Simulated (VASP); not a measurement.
**Ti2BN: relaxation of cell and atoms with PBE**

Ti2BN:

```
Ti B N
1.0
    -2.34567    2.34567    2.14193
     2.34567   -2.34567    2.14193
     2.34567    2.34567   -2.14193
Ti B N
2 1 1
Direct
  0.75000 0.25000 0.50000
  0.25000 0.75000 0.50000
  0.00000 0.00000 0.00000
  0.50000 0.50000 0.00000
```

The cell was built by a generator and needn't be a form met in nature.

| Quantity | Value |
| --- | --- |
| Program | VASP 6.6.1 |
| Task | relaxation of cell and atoms |
| Functional | PBE |
| Potentials or basis | VASP PAW PBE potentials, release 64 (Ti_sv, B, N) |
| Cutoff | 520 eV |
| k mesh | 5 × 5 × 5 |
| Occupations | gaussian, width 0.15 eV |
| Spin | no spin polarisation |
| Further INCAR settings | PREC = Normal; ALGO = Fast; EDIFF = 0.0001; IBRION = 2; EDIFFG = -0.08; NSW = 24; ISIF = 3 |

The relaxed volume is 10.17 Å³/atom, the relaxed cell is a = 3.776 Å, b = 3.776 Å, c = 3.776 Å, α = 114.20°, β = 114.20°, γ = 100.38° and the space group after relaxing (to 0.05 Å) is I4/mmm (No. 139). The energy gained by relaxing is 573.4 meV/atom. The ionic steps are 6 and the pressure after relaxing is 0.3 GPa. The band gap on the k mesh is none (metal or under the smearing width).

Stress tensor (GPa, compression positive):
```
0.05 0.00 0.00
0.00 0.05 0.00
0.00 0.00 0.68
```

The path:
```csv
step,energy change (eV),largest force (eV/Å),pressure (GPa),volume (Å³)
1,0.0000,0.0000,-12.22,47.14
2,-2.2879,0.0000,1.93,40.41
3,-2.2882,0.0000,2.71,40.29
4,-2.2922,0.0000,-1.01,41.26
5,-2.2941,0.0000,-1.48,40.89
6,-2.2937,0.0000,0.26,40.69
```

Final structure:
```
CELL_PARAMETERS angstrom
-2.05124 2.05124 2.41784
2.05124 -2.05124 2.41784
2.05124 2.05124 -2.41784
ATOMIC_POSITIONS crystal
Ti 0.75000 0.25000 0.50000
Ti 0.25000 0.75000 0.50000
B 0.00000 0.00000 0.00000
N 0.50000 0.50000 0.00000
```

Levels at points of the mesh, in eV from the Fermi level:
```csv
k point,band 12,band 13,band 14,band 15,band 16,band 17,band 18,band 19,band 20
"(0.00, 0.00, 0.00)",-5.50,-5.50,-1.87,-1.87,-0.16,-0.16,2.23,2.76,3.75
```

It took 62 s on 1 thread of Intel(R) Xeon(R) Platinum 8559C (Emerald Rapids), on a shared host, peak memory 0.15 GiB.

Caveat: the k mesh is coarse (spacing up to 0.40 Å⁻¹), so the values aren't converged.
